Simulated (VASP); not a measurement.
These are PBEsol GGA, VASP's PBE PAW potentials (set 64) (plane waves; VASP) values and carry that method's errors.

The input files of a VASP run:

### KPOINTS
```
Automatic mesh
0
Gamma
 16 16 16
```

### POSCAR
```
Nb
1.0
 -1.5862661831   1.5862661831   1.5862661831
  1.5862661831  -1.5862661831   1.5862661831
  1.5862661831   1.5862661831  -1.5862661831
Nb
1
Cartesian
  0.0000000000   0.0000000000   0.0000000000
```

INCAR:
```
# general
SYSTEM  = Nb
PREC    = Accurate
ENCUT   = 500
LREAL   = .FALSE.   # projection in real space or not
LASPH   = .TRUE.

# electronic loop
EDIFF   = 1E-6   # SCF stop (eV)
NELM    = 100   # most electronic steps
ALGO    = Normal   # blocked Davidson
LMAXMIX = 4   # l cut-off of mixed one-centre charges

# smearing
ISMEAR  = 1   # Methfessel-Paxton
SIGMA   = 0.1   # width (eV)

# functional
GGA     = PS

# ions
IBRION  = 2   # conjugate gradients
NSW     = 40   # most ionic steps
ISIF    = 3   # ions, shape and volume
EDIFFG  = -0.02   # ionic stop
PSTRESS = 200   # kbar

# output
LWAVE   = .FALSE.
LCHARG  = .FALSE.
```

POTCAR, in this order: Nb_sv (PBE.64 set). Program: vasp_std.

Question: What will the output report for the number of irreducible k-points (NKPTS), largest plane-wave count, number of space-group operations, FFT grid (NGX, NGY, NGZ)?

Answer: 
```json
{
  "number of irreducible k-points (NKPTS)": "145",
  "largest_plane_wave_count": "420",
  "number_of_space_group_operations": "48",
  "FFT grid (NGX, NGY, NGZ)": "20 × 20 × 20"
}
```

The compound is Nb in the bcc structure. It was relaxed first under an external pressure of 20 GPa.
